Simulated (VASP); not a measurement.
Data:

```yaml
crystal:
  lattice:
    - [2.75280, 0.00000, 0.00000]
    - [0.00000, 2.75280, 0.00000]
    - [0.00000, 0.00000, 2.75280]
  atoms:
    - { symbol: Al, position: [0.50000, 0.50000, 0.50000] }
    - { symbol: Co, position: [0.00000, 0.00000, 0.00000] }
```

Level of theory: SCAN meta-GGA, VASP's PBE PAW potentials (set 64) (plane waves; VASP). Settings: 520 eV cut-off, 13×13×13 Γ-centred mesh, first-order Methfessel-Paxton smearing of 0.10 eV, potentials Al Co.

Q: Estimate the energy per atom (σ→0), pressure, band gap (on the k-mesh) with the smallest direct gap where there is one.

A: 
| Property | Value |
|---|---|
| band gap (on the k-mesh) | none (metal, semimetal or under 0.01 eV) |
| energy per atom (σ→0) | -1266.7 kJ/mol-atom |
| pressure | 14.51 GPa |

The absolute energy has meaning only against runs of the same code, potentials and settings.

The compound is CoAl in the CsCl type structure. This cell is one point of a volume scan, at 0.94 of the reference volume. The run is not spin-polarised, so no magnetic state was tried.
